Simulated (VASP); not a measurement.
# Which native defect does NbSi2 form most easily?, part 3 of 7

Which native defect is cheapest in NbSi2, and how does that change with the growth condition? The start is a cell from a database of measured crystal structures.

VASP 6.6.1, plane waves and PAW; the level of theory is named at each step.

So far. Step 2 (Relaxing the host crystal): The run ended after 5 ionic steps, 0.088 eV below its first step, once forces and stress met EDIFFG = -0.03. Step 3 (The supercell without the defect): The host is treated as a metal, as its relaxation found a gap under 0.3 eV or none, and only the neutral defect is run.

**4. Reference Nb**

This step: LDA; plane waves and PAW (Nb_pv) (VASP 6.6.1).

System of this step: Nb. Symmetry: Im-3m, No. 229, cubic system. The conventional cell has a = 3.300 Å, b = 3.300 Å, c = 3.300 Å, α = 90.00°, β = 90.00°, γ = 90.00°. Nearest to Nb lie 8 Nb at 2.86 Å.

The reference for Nb is its crystal, relaxed at the cutoff of the large cell.

INCAR

```
SYSTEM = Nb
PREC = Normal
ENCUT = 300
EDIFF = 1E-05
NELM = 120
ISMEAR = 1
SIGMA = 0.1
LREAL = Auto
ALGO = Fast
GGA = CA
NBANDS = 11
LASPH = .TRUE.
LORBIT = 11
LWAVE = .FALSE.
LCHARG = .FALSE.
KPAR = 8
IBRION = 2
NSW = 25
ISIF = 3
EDIFFG = -0.02
POTIM = 0.4
```

POSCAR

```
Nb
1.0
   -1.6500000000      1.6500000000      1.6500000000
    1.6500000000     -1.6500000000      1.6500000000
    1.6500000000      1.6500000000     -1.6500000000
Nb
1
Direct
    0.0000000000      0.0000000000      0.0000000000
```

KPOINTS

```
Automatic mesh
0
Gamma
11 11 11
0 0 0
```

Potentials, in the order of the species: Nb_pv (LDA family, release 64).

The run is started by

```console
$ mpirun -np 8 vasp_std
```

Log:

```text
[banner, memory and clock lines left out]
running    8 mpi-ranks, on    1 nodes
 distrk:  each k-point on    1 cores,    8 groups
 distr:  one band on    1 cores,    1 groups

 POSCAR found type information on POSCAR Nb
 POSCAR found :  1 types and       1 ions
|                                                                             |
|           W    W    AA    RRRRR   N    N  II  N    N   GGGG   !!!           |
|           W    W   A  A   R    R  NN   N  II  NN   N  G    G  !!!           |
|           W    W  A    A  R    R  N N  N  II  N N  N  G       !!!           |
|           W WW W  AAAAAA  RRRRR   N  N N  II  N  N N  G  GGG   !            |
|           WW  WW  A    A  R   R   N   NN  II  N   NN  G    G                |
|           W    W  A    A  R    R  N    N  II  N    N   GGGG   !!!           |
|                                                                             |
|     For optimal performance we recommend to set                             |
|       NCORE = 2 up to number-of-cores-per-socket                            |
|     NCORE specifies how many cores store one orbital (NPAR=cpu/NCORE).      |
|     This setting can greatly improve the performance of VASP for DFT.       |
|     The default, NCORE=1 might be grossly inefficient on modern             |
|     multi-core architectures or massively parallel machines. Do your        |
|     Unfortunately you need to use the default for GW and RPA                |
|     calculations (for HF NCORE is supported but not extensively tested      |
|     yet).                                                                   |
|                                                                             |

|                                                                             |
|               ----> ADVICE to this user running VASP <----                  |
|                                                                             |
|     You have a (more or less) 'small supercell' and for smaller cells       |
|     it is recommended to use the reciprocal-space projection scheme!        |
|     The real-space optimization is not efficient for small cells and it     |
|     is also less accurate ...                                               |
|     Therefore, set LREAL=.FALSE. in the INCAR file.                         |
|                                                                             |

 LDA part: xc-table for (Slater(with rela. corr.)+CA(PZ))
 , standard interpolation
 POSCAR, INCAR and KPOINTS ok, starting setup
 FFT: planning ... GRIDC
 FFT: planning ... GRID_SOFT
 FFT: planning ... GRID
 WAVECAR not read
 entering main loop
       N       E                     dE             d eps       ncg     rms          rms(c)
DAV:   1     0.363151856564E+02    0.36315E+02   -0.46568E+03  1424   0.664E+02
DAV:   2    -0.108994257017E+02   -0.47215E+02   -0.44945E+02  1259   0.214E+02
DAV:   3    -0.116797657853E+02   -0.78034E+00   -0.76798E+00  1495   0.280E+01
DAV:   4    -0.116853249741E+02   -0.55592E-02   -0.55556E-02  1351   0.229E+00
DAV:   5    -0.116853595624E+02   -0.34588E-04   -0.34587E-04  1423   0.191E-01    0.182E+01
RMM:   6    -0.112282411463E+02    0.45712E+00   -0.32965E-01  1232   0.621E+00    0.723E+00
RMM:   7    -0.111275950088E+02    0.10065E+00   -0.40308E-01  1278   0.502E+00    0.706E-01
RMM:   8    -0.111268985599E+02    0.69645E-03   -0.21383E-02  1233   0.193E+00    0.123E+00
RMM:   9    -0.111282889431E+02   -0.13904E-02   -0.10202E-02  1242   0.842E-01    0.181E+00
RMM:  10    -0.111257225238E+02    0.25664E-02   -0.50046E-03  1232   0.963E-01    0.332E-01
RMM:  11    -0.111257645339E+02   -0.42010E-04   -0.44722E-04  1232   0.211E-01    0.198E-01
RMM:  12    -0.111257692207E+02   -0.46868E-05   -0.23473E-05   983   0.605E-02
   1 F= -.11125769E+02 E0= -.11125269E+02  d E =-.111258E+02
 curvature:   0.00 expect dE= 0.000E+00 dE for cont linesearch  0.000E+00
 trial: gam= 0.00000 g(F)=  0.138E-62 g(S)=  0.498E-01 ort = 0.000E+00 (trialstep = 0.100E+01)
 search vector abs. value=  0.498E-01
 bond charge predicted
       N       E                     dE             d eps       ncg     rms          rms(c)
DAV:   1    -0.115366263970E+02   -0.41086E+00   -0.89084E+00  1244   0.376E+01    0.843E+00
RMM:   2    -0.111693948792E+02    0.36723E+00   -0.31625E-01  1232   0.670E+00    0.155E+00
RMM:   3    -0.111100917922E+02    0.59303E-01   -0.22204E-01  1236   0.429E+00    0.175E+00
RMM:   4    -0.111140206092E+02   -0.39288E-02   -0.30309E-02  1234   0.192E+00    0.820E-01
RMM:   5    -0.111155338047E+02   -0.15132E-02   -0.15838E-02  1252   0.121E+00    0.767E-01
RMM:   6    -0.111150274229E+02    0.50638E-03   -0.23647E-03  1232   0.674E-01    0.195E-01
RMM:   7    -0.111150704044E+02   -0.42981E-04   -0.50897E-04  1229   0.201E-01    0.133E-01
RMM:   8    -0.111150800906E+02   -0.96862E-05   -0.45652E-05  1100   0.894E-02
   2 F= -.11115080E+02 E0= -.11115261E+02  d E =0.106891E-01
[...]
3 F= -.11136264E+02 E0= -.11136092E+02  d E =-.104952E-01
 curvature:  -0.19 expect dE=-0.118E-04 dE for cont linesearch -0.118E-04
 ZBRENT: interpolating
 opt :   0.4179  next Energy=   -11.136277 (dE=-0.105E-01)
 bond charge predicted
       N       E                     dE             d eps       ncg     rms          rms(c)
DAV:   1    -0.111363670064E+02   -0.10314E-03   -0.19994E-03  1376   0.578E-01    0.843E-02
RMM:   2    -0.111362935549E+02    0.73452E-04   -0.69822E-05  1219   0.970E-02    0.216E-02
RMM:   3    -0.111362826333E+02    0.10922E-04   -0.43796E-05  1082   0.585E-02    0.305E-02
RMM:   4    -0.111362828778E+02   -0.24455E-06   -0.52048E-06   743   0.257E-02
   4 F= -.11136283E+02 E0= -.11136096E+02  d E =-.105137E-01
 curvature:  -0.21 expect dE=-0.409E-05 dE for cont linesearch -0.409E-05
 trial: gam= 0.00000 g(F)=  0.188E-62 g(S)=  0.196E-04 ort =-0.987E-03 (trialstep = 0.884E+00)
 search vector abs. value=  0.196E-04
 reached required accuracy - stopping structural energy minimisation
```

Wall time 1.8 s (8 MPI ranks of Intel Xeon 6975P-C (Granite Rapids), shared host); peak memory 0.79 GiB; 9.3 s of CPU time.

Parts of OUTCAR (step 4):

```text
  LATTYP: Found a body centered cubic cell.
 ALAT       =     3.3000000000

 Subroutine GETGRP returns: Found 48 space group operations
 (whereof 48 operations were pure point group operations)

The static configuration has the point symmetry O_h .

 Found     56 irreducible k-points:

   k-points           NKPTS =     56   k-points in BZ     NKDIM =     56   number of bands    NBANDS=     11

   dimension x,y,z NGX =    12 NGY =   12 NGZ =   12
   dimension x,y,z NGXF=    24 NGYF=   24 NGZF=   24

   ENCUT  =  300.0 eV  22.05 Ry    4.70 a.u.   4.04  4.04  4.04*2*pi/ulx,y,z

   NELECT =      11.0000    total number of electrons

 E-fermi :   5.0608

 k-point     1 :       0.0000    0.0000    0.0000
  band No.  band energies     occupation
      1     -24.3080      2.00000
      2     -24.3080      2.00000
      3     -24.3080      2.00000
      4      -0.8778      2.00000
      5       5.4240     -0.00000
      6       5.4240     -0.00000
      7       5.4240     -0.00000
      8       8.4380      0.00000
      9       8.4380      0.00000
    ...

 k-point     2 :       0.0909    0.0000    0.0000
  band No.  band energies     occupation
      1     -24.4411      2.00000
      2     -24.3477      2.00000
      3     -24.3093      2.00000
      4      -0.5247      2.00000
      5       5.2127     -0.05361
      6       5.3721     -0.00010
      7       5.7731     -0.00000
      8       8.1454      0.00000
      9       8.4474      0.00000
    ...

  Total        0.0129953      0.0129953      0.0129953     -0.0000000     -0.0000000      0.0000000
  in kB        1.1963025      1.1963025      1.1963025     -0.0000000     -0.0000000      0.0000000
  external PRESSURE =       1.1963025 kB  Pullay stress =       0.0000000 kB

  energy-cutoff  :      300.00
  volume of cell :       17.40
      direct lattice vectors                 reciprocal lattice vectors
    -1.632544222  1.632544222  1.632544222     0.000000000  0.306270417  0.306270417
     1.632544222 -1.632544222  1.632544222     0.306270417  0.000000000  0.306270417
     1.632544222  1.632544222 -1.632544222     0.306270417  0.306270417  0.000000000

 POSITION                                       TOTAL-FORCE (eV/Angst)
 -----------------------------------------------------------------------------------
      0.00000     -0.00000      0.00000        -0.000000      0.000000      0.000000
 -----------------------------------------------------------------------------------
    total drift:                               -0.000000      0.000000      0.000000

  FREE ENERGIE OF THE ION-ELECTRON SYSTEM (eV)
  ---------------------------------------------------
  free  energy   TOTEN  =       -11.1362828778 eV

  energy  without entropy=      -11.1357233427  energy(sigma->0) =      -11.13609637

 total charge
# of ion       s       p       d       tot
------------------------------------------
    1        0.448   6.321   3.215   9.984

[... 1 part as in an earlier step ...]

[... 7 further parts left out ...]
```

CONTCAR:

```
Nb
   1.00000000000000
    -1.6325442215540886    1.6325442215540886    1.6325442215540886
     1.6325442215540886   -1.6325442215540886    1.6325442215540886
     1.6325442215540886    1.6325442215540886   -1.6325442215540886
  Nb
     1
Direct
     0.0000000000000000    0.0000000000000000    0.0000000000000000
```

The run keeps the 48 symmetry operations of its start, so it cannot find a distortion of lower symmetry.

Step by step:

| step | energy less that of the first step (eV) | largest force (eV/Å) | pressure (GPa) | volume (Å³) |
| --- | --- | --- | --- | --- |
| 1 | 0.0000 | 0.0000 | -5.85 | 17.97 |
| 2 | 0.0107 | 0.0000 | 10.09 | 16.64 |
| 3 | -0.0105 | 0.0000 | 0.21 | 17.38 |
| 4 | -0.0105 | 0.0000 | 0.12 | 17.40 |

| conventional cell, symmetrised | before | after | change |
| --- | --- | --- | --- |
| a (Å) | 3.300 | 3.265 | -1.1 % |
| b (Å) | 3.300 | 3.265 | -1.1 % |
| c (Å) | 3.300 | 3.265 | -1.1 % |
| volume (Å³/atom) | 17.97 | 17.40 | -3.1 % |

Final coordinates:

```cif
data_structure
_symmetry_space_group_name_H-M 'P 1'
_symmetry_Int_Tables_number 1
_cell_length_a 2.8276
_cell_length_b 2.8276
_cell_length_c 2.8276
_cell_angle_alpha 109.471
_cell_angle_beta 109.471
_cell_angle_gamma 109.471
_cell_volume 17.40
loop_
_atom_site_label
_atom_site_type_symbol
_atom_site_fract_x
_atom_site_fract_y
_atom_site_fract_z
_atom_site_occupancy
Nb1 Nb 0.00000 0.00000 0.00000 1
```

This step gave:

```
electronic cycles       : 32
electrons               : 11
free energy (TOTEN)     : -11.14 eV
energy at zero smearing : -11.14 eV
Fermi energy            : 5.061 eV
```

The run ended after 4 ionic steps, 0.011 eV below its first step, once forces and stress met EDIFFG = -0.02.

Energy at zero smearing: -11.13610 eV.

**5. Reference Si**

This step: LDA; plane waves and PAW (Si) (VASP 6.6.1).

System of this step: Si. It takes space group Fd-3m (No. 227, cubic). Conventional cell: a = 5.430 Å, b = 5.430 Å, c = 5.430 Å, α = 90.00°, β = 90.00°, γ = 90.00°. Si has 4 Si at 2.35 Å nearest.

The reference for Si is its crystal, relaxed at the cutoff of the large cell.

INCAR

```
SYSTEM = Si
PREC = Normal
ENCUT = 300
EDIFF = 1E-05
NELM = 120
ISMEAR = 0
SIGMA = 0.1
LREAL = Auto
ALGO = Fast
GGA = CA
NBANDS = 10
LORBIT = 11
LWAVE = .FALSE.
LCHARG = .FALSE.
KPAR = 8
IBRION = 2
NSW = 25
ISIF = 3
EDIFFG = -0.02
POTIM = 0.4
```

POSCAR

```
Si
1.0
    0.0000000000      2.7150000000      2.7150000000
    2.7150000000      0.0000000000      2.7150000000
    2.7150000000      2.7150000000      0.0000000000
Si
2
Direct
    0.0000000000      0.0000000000      0.0000000000
    0.2500000000      0.2500000000      0.2500000000
```

KPOINTS

```
Automatic mesh
0
Gamma
9 9 9
0 0 0
```

The projector-augmented-wave data sets are Si (LDA family, release 64).

The run is started by

```console
$ mpirun -np 8 vasp_std
```

Log:

```text
[banner, memory and clock lines left out]
running    8 mpi-ranks, on    1 nodes
 distrk:  each k-point on    1 cores,    8 groups
 distr:  one band on    1 cores,    1 groups

 POSCAR found type information on POSCAR Si
 POSCAR found :  1 types and       2 ions
 [... a notice as in an earlier step ...]

 [... a notice as in an earlier step ...]

 LDA part: xc-table for (Slater(with rela. corr.)+CA(PZ))
 , standard interpolation
 POSCAR, INCAR and KPOINTS ok, starting setup
 FFT: planning ... GRIDC
 FFT: planning ... GRID_SOFT
 FFT: planning ... GRID
 WAVECAR not read
 entering main loop
       N       E                     dE             d eps       ncg     rms          rms(c)
DAV:   1     0.299667527755E+00    0.29967E+00   -0.24430E+03   700   0.401E+02
DAV:   2    -0.118508725292E+02   -0.12151E+02   -0.11640E+02  1018   0.690E+01
DAV:   3    -0.121706222727E+02   -0.31975E+00   -0.31897E+00   888   0.986E+00
DAV:   4    -0.121727944419E+02   -0.21722E-02   -0.21719E-02   886   0.977E-01
DAV:   5    -0.121728084043E+02   -0.13962E-04   -0.13962E-04   868   0.681E-02    0.510E+00
RMM:   6    -0.119934022976E+02    0.17941E+00   -0.59277E-02   700   0.121E+00    0.306E+00
RMM:   7    -0.119113003053E+02    0.82102E-01   -0.11943E-01   700   0.180E+00    0.247E-01
RMM:   8    -0.119117097814E+02   -0.40948E-03   -0.69650E-03   700   0.570E-01    0.879E-02
RMM:   9    -0.119117579990E+02   -0.48218E-04   -0.12896E-03   700   0.240E-01    0.872E-02
RMM:  10    -0.119117863144E+02   -0.28315E-04   -0.22325E-04   700   0.114E-01    0.388E-02
RMM:  11    -0.119117939458E+02   -0.76314E-05   -0.56702E-05   687   0.549E-02
   1 F= -.11911794E+02 E0= -.11911793E+02  d E =-.119118E+02
 curvature:   0.00 expect dE= 0.000E+00 dE for cont linesearch  0.000E+00
 trial: gam= 0.00000 g(F)=  0.982E-45 g(S)=  0.933E-02 ort = 0.000E+00 (trialstep = 0.100E+01)
 search vector abs. value=  0.933E-02
 bond charge predicted
       N       E                     dE             d eps       ncg     rms          rms(c)
DAV:   1    -0.119179867108E+02   -0.62004E-02   -0.11565E-01   802   0.158E+00    0.297E-01
RMM:   2    -0.119155458127E+02    0.24409E-02   -0.18105E-03   700   0.267E-01    0.177E-01
RMM:   3    -0.119144213863E+02    0.11244E-02   -0.15996E-03   700   0.215E-01    0.270E-02
RMM:   4    -0.119144270661E+02   -0.56798E-05   -0.13252E-04   700   0.864E-02    0.313E-02
RMM:   5    -0.119144252959E+02    0.17702E-05   -0.15063E-05   556   0.320E-02
   2 F= -.11914425E+02 E0= -.11914423E+02  d E =-.263135E-02
 trial-energy change:   -0.002631  1 .order   -0.002897   -0.009332    0.003537
 step:   0.6991(harm=  0.7252)  dis= 0.00000  next Energy=   -11.914965 (dE=-0.317E-02)
 bond charge predicted
       N       E                     dE             d eps       ncg     rms          rms(c)
DAV:   1    -0.119153244781E+02   -0.89741E-03   -0.10587E-02   780   0.474E-01    0.924E-02
RMM:   2    -0.119151040508E+02    0.22043E-03   -0.15742E-04   700   0.795E-02    0.559E-02
RMM:   3    -0.119150020944E+02    0.10196E-03   -0.14395E-04   700   0.643E-02    0.709E-03
RMM:   4    -0.119150025960E+02   -0.50153E-06   -0.11506E-05   538   0.254E-02
   3 F= -.11915003E+02 E0= -.11915001E+02  d E =-.320865E-02
 curvature:  -0.36 expect dE=-0.112E-06 dE for cont linesearch -0.112E-06
 trial: gam= 0.00000 g(F)=  0.291E-44 g(S)=  0.312E-06 ort =-0.540E-04 (trialstep = 0.940E+00)
 search vector abs. value=  0.312E-06
 reached required accuracy - stopping structural energy minimisation
```

Elapsed: 1 s, on 8 MPI ranks; peak memory 0.79 GiB.

OUTCAR, selected parts (step 5):

```text
   k-points           NKPTS =     35   k-points in BZ     NKDIM =     35   number of bands    NBANDS=     10

   ENCUT  =  300.0 eV  22.05 Ry    4.70 a.u.   5.42  5.42  5.42*2*pi/ulx,y,z

   NELECT =       8.0000    total number of electrons

 E-fermi :   6.1633

 k-point     1 :       0.0000    0.0000    0.0000
  band No.  band energies     occupation
      1      -6.1306      2.00000
      2       5.9456      1.99793
      3       5.9456      1.99793
      4       5.9456      1.99793
      5       8.4786      0.00000
      6       8.4786      0.00000
      7       8.4786      0.00000
      8       9.3438      0.00000
      9      13.7114      0.00000
    ...

  Total        0.0023216      0.0023216      0.0023216     -0.0000000     -0.0000000      0.0000000
  in kB        0.0944556      0.0944556      0.0944556     -0.0000000     -0.0000000      0.0000000
  external PRESSURE =       0.0944556 kB  Pullay stress =       0.0000000 kB

 POSITION                                       TOTAL-FORCE (eV/Angst)
 -----------------------------------------------------------------------------------
      0.00000      0.00000      0.00000        -0.000000      0.000000      0.000000
      1.35015      1.35015      1.35015         0.000000     -0.000000     -0.000000
 -----------------------------------------------------------------------------------
    total drift:                                0.000000      0.000000      0.000000

  FREE ENERGIE OF THE ION-ELECTRON SYSTEM (eV)
  ---------------------------------------------------
  free  energy   TOTEN  =       -11.9150025960 eV

  energy  without entropy=      -11.9149984323  energy(sigma->0) =      -11.91500051

[... 1 part as in an earlier step ...]

[... 15 further parts left out ...]
```

CONTCAR:

```
Si
   1.00000000000000
    -0.0000000000000000    2.7002956032638790    2.7002956032638790
     2.7002956032638790    0.0000000000000000    2.7002956032638790
     2.7002956032638790    2.7002956032638790   -0.0000000000000000
  Si
     2
Direct
     0.0000000000000000    0.0000000000000000    0.0000000000000000
     0.2500000000000000    0.2500000000000000    0.2500000000000000
```

The gap is read on the k-mesh alone, so it is an upper bound where the band edges lie off the mesh.

Relaxation path:

| step | energy less that of the first step (eV) | largest force (eV/Å) | pressure (GPa) | volume (Å³) |
| --- | --- | --- | --- | --- |
| 1 | 0.0000 | 0.0000 | -1.61 | 40.03 |
| 2 | -0.0026 | 0.0000 | 0.62 | 39.10 |
| 3 | -0.0032 | 0.0000 | 0.01 | 39.38 |

| conventional cell, symmetrised | before | after | change |
| --- | --- | --- | --- |
| a (Å) | 5.430 | 5.401 | -0.5 % |
| b (Å) | 5.430 | 5.401 | -0.5 % |
| c (Å) | 5.430 | 5.401 | -0.5 % |
| volume (Å³/atom) | 20.01 | 19.69 | -1.6 % |

Final coordinates:

```xyz
2
Lattice="0.0000 2.7003 2.7003 2.7003 0.0000 2.7003 2.7003 2.7003 0.0000" Properties=species:S:1:pos:R:3 pbc="T T T"
Si    0.0000    0.0000    0.0000
Si    1.3501    1.3501    1.3501
```

Numbers from this step:

- electronic cycles: 20
- electrons: 8
- free energy (TOTEN): -11.92 eV
- Fermi energy: 6.163 eV
- labelled metallic, from the levels on this mesh: no
- gap on the k-mesh: 0.4497 eV
- least direct gap on the k-mesh: 2.533 eV

The run ended after 3 ionic steps, 0.003 eV below its first step, once forces and stress met EDIFFG = -0.02.

Energy at zero smearing: -11.91500 eV.

(Part 3 of 7 ends here.)

[Lines on the potential files, build, host, timing and source positions are cut from VASP's logs without a mark.]

[Logs are printed without paths, hosts, clocks, repeated set-up lines and the standing remarks that a program may print on its own settings, such as how far it seeks lower states.]

[Hosts, paths, dates, database ids (printed as entryN), source tags and the programs' standing remarks are cut or masked in the printed files.]

[In band tables of VASP the shares of atoms and orbitals are scaled to a sum of 1 inside the atoms' spheres.]

[Runs that stopped without an error message from VASP are left out.]
